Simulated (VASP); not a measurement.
The system is InGaO.

```
CELL_PARAMETERS angstrom
4.13185 0.00000 0.00000
-2.06592 3.57828 0.00000
0.00000 0.00000 3.58787
ATOMIC_POSITIONS crystal
In 0.00000 0.00000 0.00000
Ga 0.66667 0.33333 0.50000
O 0.33333 0.66667 0.50000
```

The cell was built by a generator and needn't be a form met in nature.

```yaml
Program: VASP 6.6.1
Task: relaxation of cell and atoms
Functional: PBE
Potentials_or_basis: VASP PAW PBE potentials, release 64 (In_d, Ga_d, O)
Cutoff: 520 eV
k_mesh: 4 × 4 × 4
Occupations: gaussian, width 0.15 eV
Spin: no spin polarisation
```

At the start: pressure -1.8 GPa; volume 17.68 Å³/atom.

Problem. How do energy, volume and symmetry change on relaxing?

Solution. Over 16 steps the energy falls by 148.2 meV/atom and the volume is 17.73 Å³/atom (+0.3 %); space group P-6m2 (No. 187, to 0.05 Å).

Step by step:
| step | energy change (eV) | largest force (eV/Å) | pressure (GPa) | volume (Å³) |
| --- | --- | --- | --- | --- |
| 1 | 0.0000 | 0.0000 | -1.80 | 53.05 |
| 2 | -0.0634 | 0.0000 | 0.24 | 51.51 |
| 3 | -0.0987 | 0.0000 | 5.54 | 48.84 |
| 4 | -0.1289 | 0.0000 | 5.37 | 49.00 |
| 5 | -0.2100 | 0.0000 | 5.42 | 49.38 |
| 6 | -0.3352 | 0.0000 | 5.70 | 49.74 |
| 7 | -0.1539 | 0.0000 | 6.60 | 49.05 |
| 8 | -0.3759 | 0.0000 | 6.08 | 49.73 |
| 9 | -0.3448 | 0.0000 | 6.68 | 49.52 |
| 10 | -0.3739 | 0.0000 | 6.21 | 49.66 |
| 11 | -0.4404 | 0.0000 | -0.50 | 53.33 |
| 12 | -0.4400 | 0.0000 | 0.35 | 53.01 |
| 13 | -0.4402 | 0.0000 | 0.21 | 53.08 |
| 14 | -0.4403 | 0.0000 | 0.03 | 53.15 |
| 15 | -0.4423 | 0.0000 | 0.48 | 53.17 |
| 16 | -0.4447 | 0.0000 | 0.13 | 53.20 |

Final structure:
```
In Ga O
1.0
     3.61179    0.00000    0.00000
    -1.80590    3.12790    0.00000
     0.00000    0.00000    4.70881
In Ga O
1 1 1
Cartesian
  0.0000 0.0000 0.0000
  1.8059 1.0426 2.3544
  0.0000 2.0853 2.3544
```

Caveat: the k mesh is coarse (spacing up to 0.44 Å⁻¹), so the values aren't converged.
